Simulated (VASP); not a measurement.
Data:

```
CdF2
1.0
    0.00000     2.79484     2.79484
    2.79484     0.00000     2.79484
    2.79484     2.79484     0.00000
Cd F
1 2
Direct
  0.00000   0.00000   0.00000
  0.25000   0.25000   0.25000
  0.75000   0.75000   0.75000
```

All values below come from RPBE GGA, VASP's PBE PAW potentials (set 64) (plane waves; VASP 6.6.1). Run with 520 eV cut-off, 7×7×7 Γ-centred mesh, Gaussian smearing of 0.050 eV, potentials Cd F.

### Question
Give the energy at these volumes per atom, relative to the lowest: 13.64, 14.07, 14.51, 14.94, 15.38 Å³.

### Answer
16.0, 4.1, 0.0, 2.4, 10.3 meV/atom. A third-order Birch-Murnaghan fit gives B0 = 78.5 GPa and B0′ = 4.8.

The compound is CdF2 in the fluorite structure. It was relaxed first, which changed the volume by +12 %.
